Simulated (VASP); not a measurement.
```
CELL_PARAMETERS angstrom
      0.00000     2.31523     2.31523
      2.31523     0.00000     2.31523
      2.31523     2.31523     0.00000
ATOMIC_POSITIONS crystal
  Na 0.00000 0.00000 0.00000
  F  0.50000 0.50000 0.50000
```

Computed with PBE GGA, VASP's PBE PAW potentials (set 64) (plane waves; VASP). Run with 400 eV cut-off, 8×8×8 Γ-centred mesh, Fermi-Dirac smearing of 0.050 eV, potentials Na_pv F.

At this cut-off the stress carries a Pulay error, which pulls relaxed volumes low.

### Question
Estimate the energy per atom (σ→0), pressure, band gap (on the k-mesh) with the smallest direct gap where there is one.

### Answer

```yaml
band gap (on the k-mesh): 6.33 eV
smallest direct gap (on the k-mesh): 6.33 eV
energy per atom (σ→0): -4.291 eV/atom
pressure: -5.29 GPa
```

Total energies compare only between runs with the same potentials, cut-off and functional.

The structure is a typed NaF crystal (Fm-3m). The cell was not relaxed at this level.
